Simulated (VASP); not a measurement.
Consider the following.

```xyz
1
Lattice="-1.5750 1.5750 1.5750 1.5750 -1.5750 1.5750 1.5750 1.5750 -1.5750" Properties=species:S:1:pos:R:3 pbc="T T T"
Mo     0.0000     0.0000     0.0000
```

Method: optB88-vdW, VASP's PBE PAW potentials (set 64) (plane waves; VASP). Settings: 520 eV cut-off, 15×15×15 Γ-centred mesh, first-order Methfessel-Paxton smearing of 0.10 eV, potentials Mo_sv.

Task: The ions, cell shape and volume are relaxed. What does this cell relax into?

Result: 
```xyz
1
Lattice="-1.5820 1.5820 1.5820 1.5820 -1.5820 1.5820 1.5820 1.5820 -1.5820" Properties=species:S:1:pos:R:3 pbc="T T T"
Mo     0.0000     0.0000     0.0000
```
Space group Im-3m (229), at a tolerance of 0.03 Å.

Task: How do energy and volume change from the first to the last step?

Result: The energy (σ→0) changes by -2.2 meV/atom and the volume by +1.3 %, in 3 ionic steps.

The compound is Mo in the bcc structure. This run relaxes it. Symmetry was kept, so distortions that lower it aren't found.
